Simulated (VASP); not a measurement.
```
MgF2
1.0
    4.76104     0.00000     0.00000
    0.00000     4.76104     0.00000
    0.00000     0.00000     3.12517
Mg F
2 4
Direct
  0.00000   0.00000   0.00000
  0.50000   0.50000   0.50000
  0.30386   0.30386   0.00000
  0.80386   0.19614   0.50000
  0.19614   0.80386   0.50000
  0.69614   0.69614   0.00000
```

All values below come from RPBE GGA, VASP's PBE PAW potentials (set 64) (plane waves; VASP). Numerical set-up: 520 eV cut-off, Gaussian smearing of 0.050 eV, potentials Mg F.

### Question
What does the run give for the band gap (along the path) with the smallest direct gap where there is one?

### Answer

The band gap (along the path) is 6.85 eV and the smallest direct gap (along the path) comes out as 6.85 eV.

The compound is MgF2 in the rutile structure. It was relaxed first, which changed the volume by +9 %.
